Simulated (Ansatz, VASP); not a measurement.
Ta2NbO2 in VASP and in Ansatz

```
Ta Nb O
1.0
     4.59559    0.00000    0.00000
    -2.29779    3.97989    0.00000
     0.00000    0.00000    3.97145
Ta Nb O
2 1 2
Direct
  0.33333 0.66667 0.50000
  0.66667 0.33333 0.50000
  0.00000 0.00000 0.00000
  0.33333 0.66667 0.00000
  0.66667 0.33333 0.00000
```

Alike in both runs: functional PBE; k mesh 6 × 6 × 6; occupations gaussian, width 0.1 eV; no spin polarisation.

Ansatz relaxed the structure, and its values are those at the end. VASP's run is a single point on that final structure, the one shown.

```csv
,VASP,Ansatz
version,VASP 6.6.1,Ansatz 0.2.0
potentials or method,"VASP PAW PBE potentials, release 64 (Ta_pv, Nb_sv, O)","scalar-relativistic, plane waves, PAW"
plane-wave cutoff (eV),520,420
valence electrons in the cell,47,51
```

|  | VASP | Ansatz | Ansatz less VASP |
| --- | --- | --- | --- |
| gap on the k mesh at the Fermi level (eV) | none | none | - |
| pressure (GPa) | 0.3 | 0.0 | -0.27 |

A gap of «none» marks a metal or a gap that the smearing closes. The two sets of potentials don't hold the same shells in valence.

Caveats: an odd number of electrons without spin polarisation forces a metal; a magnetic or distorted state may lie lower. Spin-orbit coupling is left out, which matters for the levels of Ta.
